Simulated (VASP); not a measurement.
These are PBE GGA, VASP's PBE PAW potentials (set 64) (plane waves; VASP 6.6.1) values and carry that method's errors.

The input files of a VASP run:

File POSCAR:
```
PbSe
1.0
  0.0000000000   3.0600000000   3.0600000000
  3.0600000000   0.0000000000   3.0600000000
  3.0600000000   3.0600000000   0.0000000000
Pb Se
1 1
Cart
  0.0000000000   0.0000000000   0.0000000000
  3.0600000000   3.0600000000   3.0600000000
```

KPOINTS:
```
Automatic mesh
0
Gamma
6 6 6
0 0 0
```

INCAR:
```
ALGO=Normal
EDIFF=1E-6
ENCUT=400
GGA=PE
ISIF=2
ISMEAR=0
LASPH=.TRUE.
LCHARG=.FALSE.
LMAXMIX=4
LREAL=.FALSE.
LWAVE=.FALSE.
NELM=100
PREC=Accurate
SIGMA=0.05
SYSTEM=PbSe
```

POTCAR, in this order: Pb_d Se (PBE.64 set). Program: vasp_std.

The run wrote:

OSZICAR:
```
       N       E                     dE             d eps       ncg     rms          rms(c)
DAV:   1     0.150767452595E+03    0.15077E+03   -0.83114E+03   448   0.117E+03
DAV:   2     0.336398161274E+01   -0.14740E+03   -0.14465E+03   472   0.321E+02
DAV:   3    -0.819237547526E+01   -0.11556E+02   -0.11460E+02   562   0.990E+01
DAV:   4    -0.845845146536E+01   -0.26608E+00   -0.26601E+00   478   0.181E+01
DAV:   5    -0.846642660361E+01   -0.79751E-02   -0.79750E-02   604   0.305E+00    0.278E+00
DAV:   6    -0.818226208719E+01    0.28416E+00   -0.75750E-01   662   0.694E+00    0.158E+00
DAV:   7    -0.817753375599E+01    0.47283E-02   -0.12456E-01   502   0.199E+00    0.867E-01
DAV:   8    -0.818090277670E+01   -0.33690E-02   -0.13205E-02   496   0.151E+00    0.161E-01
DAV:   9    -0.818051265995E+01    0.39012E-03   -0.23515E-03   680   0.579E-01    0.530E-02
DAV:  10    -0.818058942070E+01   -0.76761E-04   -0.19890E-04   478   0.106E-01    0.189E-02
DAV:  11    -0.818059502258E+01   -0.56019E-05   -0.74289E-05   584   0.101E-01    0.641E-03
DAV:  12    -0.818059501539E+01    0.71893E-08   -0.44798E-06   538   0.152E-02
   1 F= -.81805950E+01 E0= -.81805949E+01  d E =-.228308E-06
```

OUTCAR:
```
------------------------ aborting loop because EDIFF is reached ----------------------------------------
  FORCE on cell =-STRESS in cart. coord.  units (eV):
  Direction    XX          YY          ZZ          XY          YZ          ZX
  --------------------------------------------------------------------------------------
  Total        0.8512172      0.8512172      0.8512172      0.0000000      0.0000000     -0.0000000
  in kB       23.7988892     23.7988892     23.7988892      0.0000000      0.0000000     -0.0000000
  external PRESSURE =      23.7988892 kB  Pullay stress =       0.0000000 kB
  volume of cell :       57.31
      direct lattice vectors                 reciprocal lattice vectors
     0.000000000  3.060000000  3.060000000    -0.163398693  0.163398693  0.163398693
     3.060000000  0.000000000  3.060000000     0.163398693 -0.163398693  0.163398693
     3.060000000  3.060000000  0.000000000     0.163398693  0.163398693 -0.163398693
  FREE ENERGIE OF THE ION-ELECTRON SYSTEM (eV)
  ---------------------------------------------------
  free  energy   TOTEN  =        -8.1805950154 eV

  energy  without entropy=       -8.1805947871  energy(sigma->0) =       -8.18059490
```
(Selected blocks of OUTCAR.)

The compound is PbSe in the rock salt structure. The cell was not relaxed at this level.
